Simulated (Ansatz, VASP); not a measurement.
# CdC6: VASP beside Ansatz

```xyz
7
Lattice="4.6679 0.0000 0.0000 0.0000 4.6679 0.0000 0.0000 0.0000 4.6679" Properties=species:S:1:pos:R:3 pbc="T T T"
Cd    0.0000    0.0000    0.0000
C     3.7276    2.3340    2.3340
C     0.9403    2.3340    2.3340
C     2.3340    2.3340    3.7276
C     2.3340    2.3340    0.9403
C     2.3340    0.9403    2.3340
C     2.3340    3.7276    2.3340
```

Change from the starting cell: species swapped into the YbB6 type (Pm-3m, No. 221).

Alike in both runs: task single point; functional PBE; k mesh 4 × 4 × 4; occupations gaussian, width 0.1 eV; no spin polarisation.

|  | VASP | Ansatz |
| --- | --- | --- |
| version | VASP 6.6.1 | Ansatz 0.2.0 |
| potentials or method | VASP PAW PBE potentials, release 64 (Cd, C) | scalar-relativistic, plane waves, PAW |
| plane-wave cutoff (eV) | 520 | 420 |
| valence electrons in the cell | 36 | 44 |

```tsv
	VASP	Ansatz	Ansatz less VASP
gap on the k mesh at the Fermi level (eV)	none	none	-
pressure (GPa)	-17.3	-17.4	-0.09
rms of the force components (eV/Å)	0.459	0.466	+0.0064
```

Atom by atom the forces differ by 0.006 eV/Å (rms over components). A gap of «none» marks a metal or a gap that the smearing closes. With one functional, cell and mesh, what is left measures potentials, basis and numerics. The two sets of potentials don't hold the same shells in valence.

Caveats: so large a pressure means that the cell lies far from this level's equilibrium, or that cutoff or potentials fall short (VASP).
